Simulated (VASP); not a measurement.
Given:

```xyz
2
Lattice="0.0000 2.9711 2.9711 2.9711 0.0000 2.9711 2.9711 2.9711 0.0000" Properties=species:S:1:pos:R:3 pbc="T T T"
Ca     0.0000     0.0000     0.0000
Se     2.9711     2.9711     2.9711
```

The numbers are results of r2SCAN meta-GGA with spin-orbit coupling, VASP's PBE PAW potentials (set 64) (plane waves; VASP), not measurements. Run with 400 eV cut-off, 7×7×7 Γ-centred mesh, Gaussian smearing of 0.050 eV, potentials Ca_sv Se.

Problem. Give the energies of bands 11 to 23 at the high-symmetry points, in eV from the valence-band maximum.

Solution. 
| band | Γ | X | U | L | W |
|---|---|---|---|---|---|
| 11 | -0.40 | -2.65 | -2.40 | -3.37 | -2.21 |
| 12 | -0.40 | -2.65 | -2.40 | -3.37 | -2.21 |
| 13 | 0.00 | -1.17 | -2.12 | -1.39 | -2.01 |
| 14 | 0.00 | -1.17 | -2.12 | -1.39 | -2.01 |
| 15 | 0.00 | -0.95 | -1.22 | -1.19 | -1.73 |
| 16 | 0.00 | -0.95 | -1.22 | -1.19 | -1.73 |
| 17 | 3.93 | 2.39 | 3.66 | 4.96 | 4.78 |
| 18 | 3.93 | 2.39 | 3.66 | 4.96 | 4.78 |
| 19 | 4.10 | 5.46 | 6.14 | 5.92 | 4.82 |
| 20 | 4.10 | 5.46 | 6.14 | 5.92 | 4.82 |
| 21 | 4.10 | 5.62 | 6.16 | 5.95 | 5.72 |
| 22 | 4.10 | 5.62 | 6.16 | 5.95 | 5.72 |
| 23 | 4.11 | 6.47 | 6.17 | 5.96 | 6.19 |

The gap is indirect, 2.39 eV, from the valence maximum at Γ to the conduction minimum at X.

Measured: gap 3.85 eV (computed value off by -1.46 eV), as given by Abedi et al., (2022), arXiv:2211.14644.

The compound is CaSe in the rock salt structure. It was relaxed first.
